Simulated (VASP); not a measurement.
VASP input:

### KPOINTS
```
Automatic mesh
0
Gamma
7 7 4
0 0 0
```

INCAR:
```
SYSTEM  =  GaP
PREC  =  Accurate; ENCUT  =  500; LREAL  =  F
LASPH  =  T
EDIFF  =  1E-6; NELM  =  100; ALGO  =  Normal
LMAXMIX  =  4
ISMEAR  =  0; SIGMA  =  0.05
GGA  =  PS
IBRION  =  2; NSW  =  40; ISIF  =  3
EDIFFG  =  -0.02; PSTRESS  =  200
LWAVE  =  F; LCHARG  =  F
```

POSCAR:
```
GaP
1.0
  3.7092076241   0.0000000000   0.0000000000
 -1.8546038119   3.2122685106   0.0000000000
  0.0000000000   0.0000000000   6.1238590692
Ga P
2 2
direct
  0.3333330000   0.6666670000   0.0008897692
  0.6666670000   0.3333330000   0.5008897692
  0.3333330000   0.6666670000   0.3741102308
  0.6666670000   0.3333330000   0.8741102308
```

POTCAR, in this order: Ga_d P (PBE.64 set). Program: vasp_std.

Problem. Write an equivalent input for Ansatz.

Solution. One equivalent input (not run):
Ansatz 0.2 input:
```yaml
crystal:
  lattice:
    - [3.7092076, 0.0000000, 0.0000000]
    - [-1.8546038, 3.2122685, 0.0000000]
    - [0.0000000, 0.0000000, 6.1238591]
  atoms:
    - { symbol: Ga, position: [0.3333330, 0.6666670, 0.0008898] }
    - { symbol: Ga, position: [0.6666670, 0.3333330, 0.5008898] }
    - { symbol: P, position: [0.3333330, 0.6666670, 0.3741102] }
    - { symbol: P, position: [0.6666670, 0.3333330, 0.8741102] }
kpoints:
  mp_grid: { grid: [7, 7, 4] }
hamiltonian:
  xc: pbesol
  pseudopotentials: { kind: paw }
scf:
  occupations: { method: gaussian, width: 0.05 }
  max_iter: 100
relax:
  max_steps: 40
  f_tol: 0.02
  cell: { p_target: 20 }
output: { forces: true, stress: true, eigenvalues: true }
```
Limits of the translation: each code has its own PAW files, so the cut-off isn't converted (ENCUT is set for VASP's; basis.ecutwfc is left out, and Ansatz then takes the one that its files recommend); Ansatz stops its SCF on the density residual and VASP on the energy change (EDIFF).

The structure was generated: GaP was put into the wurtzite type (P6_3mc), which need not be its known phase. This run relaxes it under an external pressure of 20 GPa. Symmetry was kept, so distortions that lower it aren't found.
